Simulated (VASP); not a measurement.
Level of theory: PBEsol GGA, VASP's PBE PAW potentials (set 64) (plane waves; VASP 6.6.1).

The input files of a VASP run:

KPOINTS:
```
Automatic mesh
0
Gamma
14 14 14
0 0 0
```

INCAR:
```
SYSTEM = Pt
PREC = Accurate; ENCUT = 480; LREAL = .FALSE.
LASPH = .TRUE.
EDIFF = 1E-6; NELM = 100; ALGO = Normal
LMAXMIX = 6
ISMEAR = 1; SIGMA = 0.1
GGA = PS
IBRION = 2; NSW = 60; ISIF = 3
EDIFFG = -0.01
LWAVE = .FALSE.; LCHARG = .FALSE.
```

File POSCAR:
```
Pt
1.0
  0.0000000000   1.9600000000   1.9600000000
  1.9600000000   0.0000000000   1.9600000000
  1.9600000000   1.9600000000   0.0000000000
Pt
1
Cart
  0.0000000000   0.0000000000   0.0000000000
```

POTCAR, in this order: Pt (PBE.64 set). Program: vasp_std.

The run wrote:

### OUTCAR
```
 ion  position               nearest neighbor table
   1  0.000  0.000  0.000-
  LATTYP: Found a face centered cubic cell.
 ALAT       =     3.9200000000
 Subroutine PRICEL returns:
 Original cell was already a primitive cell.
 Subroutine GETGRP returns: Found 48 space group operations
The static configuration has the point symmetry O_h .
The dynamic configuration has the point symmetry O_h .
 Subroutine INISYM returns: Found 48 space group operations
 Subroutine IBZKPT returns following result:
 Found    104 irreducible k-points:

 Following reciprocal coordinates:
            Coordinates               Weight
  0.000000  0.000000  0.000000      1.000000
  0.071429  0.000000  0.000000      8.000000
  0.142857  0.000000  0.000000      8.000000
  0.214286  0.000000  0.000000      8.000000
  0.285714  0.000000  0.000000      8.000000
  0.357143  0.000000  0.000000      8.000000
  0.428571  0.000000  0.000000      8.000000
  0.500000  0.000000  0.000000      4.000000
  0.071429  0.071429  0.000000      6.000000
  0.142857  0.071429  0.000000     24.000000
  0.214286  0.071429  0.000000     24.000000
  0.285714  0.071429  0.000000     24.000000
  0.357143  0.071429  0.000000     24.000000
  0.428571  0.071429  0.000000     24.000000
  0.500000  0.071429  0.000000     24.000000
 -0.428571  0.071429  0.000000     24.000000
 -0.357143  0.071429  0.000000     24.000000
 -0.285714  0.071429  0.000000     24.000000
 -0.214286  0.071429  0.000000     24.000000
 -0.142857  0.071429  0.000000     24.000000
 -0.071429  0.071429  0.000000     12.000000
  0.142857  0.142857  0.000000      6.000000
  0.214286  0.142857  0.000000     24.000000
  0.285714  0.142857  0.000000     24.000000
  0.357143  0.142857  0.000000     24.000000
  0.428571  0.142857  0.000000     24.000000
  0.500000  0.142857  0.000000     24.000000
 -0.428571  0.142857  0.000000     24.000000
 -0.357143  0.142857  0.000000     24.000000
 -0.285714  0.142857  0.000000     24.000000
 -0.214286  0.142857  0.000000     24.000000
 -0.142857  0.142857  0.000000     12.000000
  0.214286  0.214286  0.000000      6.000000
  0.285714  0.214286  0.000000     24.000000
  0.357143  0.214286  0.000000     24.000000
  0.428571  0.214286  0.000000     24.000000
  0.500000  0.214286  0.000000     24.000000
 -0.428571  0.214286  0.000000     24.000000
 -0.357143  0.214286  0.000000     24.000000
 -0.285714  0.214286  0.000000     24.000000
   k-points           NKPTS =    104   k-points in BZ     NKDIM =    104   number of bands    NBANDS=      9
   number of dos      NEDOS =    301   number of ions     NIONS =      1
   total plane-waves  NPLWV =   8000
   dimension x,y,z NGX =    20 NGY =   20 NGZ =   20
   dimension x,y,z NGXF=    40 NGYF=   40 NGZF=   40
   ions per type =               1
   PREC   = accura    normal or accurate (medium, high low for compatibility)
   ISTART =      0    job   : 0-new  1-cont  2-samecut
   ICHARG =      2    charge: 1-file 2-atom 10-const
   ISPIN  =      1    spin polarized calculation?
   LNONCOLLINEAR =      F non collinear calculations
   LSORBIT =      F    spin-orbit coupling
   INIWAV =      1    electr: 0-lowe 1-rand  2-diag
   ENCUT  =  480.0 eV  35.28 Ry    5.94 a.u.   4.95  4.95  4.95*2*pi/ulx,y,z
   NELM   =    100;   NELMIN=  2; NELMDL= -5     # of ELM steps
   EDIFF  = 0.1E-05   stopping-criterion for ELM
   LREAL  =      F    real-space projection
   NLSPLINE    = F    spline interpolate recip. space projectors
   LMAXMIX     =    6 max onsite mixed and CHGCAR
   VOSKOWN=      0    Vosko Wilk Nusair interpolation
...
```

**OSZICAR**
```
       N       E                     dE             d eps       ncg     rms          rms(c)
DAV:   1     0.310569878767E+02    0.31057E+02   -0.52634E+03  2000   0.963E+02
DAV:   2    -0.703513681196E+01   -0.38092E+02   -0.35824E+02  1984   0.174E+02
DAV:   3    -0.742304470507E+01   -0.38791E+00   -0.38155E+00  2223   0.176E+01
DAV:   4    -0.742438573911E+01   -0.13410E-02   -0.13410E-02  2195   0.107E+00
DAV:   5    -0.742439325616E+01   -0.75170E-05   -0.75175E-05  2063   0.724E-02    0.134E+01
DAV:   6    -0.702139839634E+01    0.40299E+00   -0.10520E+00  1915   0.931E+00    0.681E+00
DAV:   7    -0.697549170546E+01    0.45907E-01   -0.17631E-01  1998   0.365E+00    0.256E+00
DAV:   8    -0.697122660016E+01    0.42651E-02   -0.51832E-03  2014   0.757E-01    0.545E-01
DAV:   9    -0.697105604190E+01    0.17056E-03   -0.65911E-05  1996   0.900E-02    0.141E-02
DAV:  10    -0.697106038928E+01   -0.43474E-05   -0.17900E-06  2099   0.104E-02    0.165E-03
DAV:  11    -0.697106059494E+01   -0.20566E-06   -0.68115E-08  1004   0.270E-03
   1 F= -.69710606E+01 E0= -.69711943E+01  d E =-.697106E+01
       N       E                     dE             d eps       ncg     rms          rms(c)
DAV:   1    -0.698595420948E+01   -0.14894E-01   -0.38671E-01  1905   0.669E+00    0.941E-01
DAV:   2    -0.697069034973E+01    0.15264E-01   -0.44301E-02  1880   0.188E+00    0.349E-01
DAV:   3    -0.696970208752E+01    0.98826E-03   -0.50094E-03  1941   0.593E-01    0.174E-01
DAV:   4    -0.696976034623E+01   -0.58259E-04   -0.19355E-04  2105   0.107E-01    0.135E-02
DAV:   5    -0.696975865933E+01    0.16869E-05   -0.30303E-06  1953   0.184E-02    0.330E-03
DAV:   6    -0.696975952222E+01   -0.86289E-06   -0.16969E-07  1086   0.312E-03
   2 F= -.69697595E+01 E0= -.69698883E+01  d E =0.130107E-02
       N       E                     dE             d eps       ncg     rms          rms(c)
DAV:   1    -0.698021498569E+01   -0.10456E-01   -0.21410E-01  1906   0.497E+00    0.668E-01
DAV:   2    -0.697174713325E+01    0.84679E-02   -0.25207E-02  1880   0.141E+00    0.278E-01
DAV:   3    -0.697121468705E+01    0.53245E-03   -0.26416E-03  1947   0.429E-01    0.144E-01
DAV:   4    -0.697123277964E+01   -0.18093E-04   -0.87262E-05  2114   0.716E-02    0.858E-03
DAV:   5    -0.697123335144E+01   -0.57180E-06   -0.12575E-06  2039   0.880E-03
   3 F= -.69712334E+01 E0= -.69713659E+01  d E =-.172756E-03
```

**OUTCAR**
```
------------------------ aborting loop because EDIFF is reached ----------------------------------------
  FORCE on cell =-STRESS in cart. coord.  units (eV):
  Direction    XX          YY          ZZ          XY          YZ          ZX
  --------------------------------------------------------------------------------------
  Total        0.0036312      0.0036312      0.0036312      0.0000000      0.0000000      0.0000000
  in kB        0.3877220      0.3877220      0.3877220      0.0000000      0.0000000      0.0000000
  external PRESSURE =       0.3877220 kB  Pullay stress =       0.0000000 kB
  volume of cell :       15.01
      direct lattice vectors                 reciprocal lattice vectors
     0.000000000  1.957666573  1.957666573    -0.255406108  0.255406108  0.255406108
     1.957666573  0.000000000  1.957666573     0.255406108 -0.255406108  0.255406108
     1.957666573  1.957666573 -0.000000000     0.255406108  0.255406108 -0.255406108
 POSITION                                       TOTAL-FORCE (eV/Angst)
 -----------------------------------------------------------------------------------
      0.00000      0.00000     -0.00000         0.000000     -0.000000     -0.000000
 -----------------------------------------------------------------------------------
    total drift:                               -0.000000     -0.000000     -0.000000
  FREE ENERGIE OF THE ION-ELECTRON SYSTEM (eV)
  ---------------------------------------------------
  free  energy   TOTEN  =        -6.9712333514 eV

  energy  without entropy=       -6.9716308773  energy(sigma->0) =       -6.97136586

 reached required accuracy - stopping structural energy minimisation
```
(Selected blocks of OUTCAR.)

File CONTCAR:
```
Pt
   1.00000000000000
     0.0000000000000000    1.9576665734643204    1.9576665734643204
     1.9576665734643204    0.0000000000000000    1.9576665734643204
     1.9576665734643204    1.9576665734643204   -0.0000000000000000
  Pt
     1
Direct
     0.0000000000000000    0.0000000000000000    0.0000000000000000
```

File OUTCAR:
```
 val. band max:       11.1673493090   @ k =   0.5000   0.3571   0.0714

 cond. band min:      11.1984794594   @ k =   0.4286   0.1429   0.0000


 Fermi energy:        11.1782119499

 k-point     1 :       0.0000    0.0000    0.0000
  band No.  band energies     occupation
      1       0.8403      2.00000
      2       7.3557      2.00000
      3       7.3557      2.00000
      4       7.3557      2.00000
      5       9.5553      2.00000
      6       9.5553      2.00000
      7      25.8014      0.00000
      8      30.7911      0.00000
      9      30.7911      0.00000

 k-point     2 :       0.0714    0.0000    0.0000
  band No.  band energies     occupation
      1       1.0463      2.00000
      2       7.2635      2.00000
      3       7.4373      2.00000
      4       7.4373      2.00000
      5       9.5098      2.00000
      6       9.5098      2.00000
      7      26.1225      0.00000
      8      29.7529      0.00000
      9      31.1091      0.00000

 k-point     3 :       0.1429    0.0000    0.0000
  band No.  band energies     occupation
      1       1.6318      2.00000
      2       7.0531      2.00000
      3       7.6275      2.00000
      4       7.6275      2.00000
      5       9.4417      2.00000
      6       9.4417      2.00000
      7      26.9283      0.00000
      8      27.8036      0.00000
      9      32.0138      0.00000

 k-point     4 :       0.2143    0.0000    0.0000
  band No.  band energies     occupation
      1       2.4714      2.00000
      2       6.9218      2.00000
      3       7.7520      2.00000
      4       7.7520      2.00000
      5       9.5510      2.00000
      6       9.5510      2.00000
      7      25.6419      0.00000
      8      27.6094      0.00000
      9      33.3144      0.00000

 k-point     5 :       0.2857    0.0000    0.0000
  band No.  band energies     occupation
      1       3.2667      2.00000
      2       7.2197      2.00000
      3       7.6759      2.00000
...
```

Unless said otherwise, spin-orbit coupling is left out, though it shifts the bands of the heavy elements here.

The compound is Pt in the fcc structure. This run relaxes it. Symmetry was kept, so distortions that lower it aren't found.
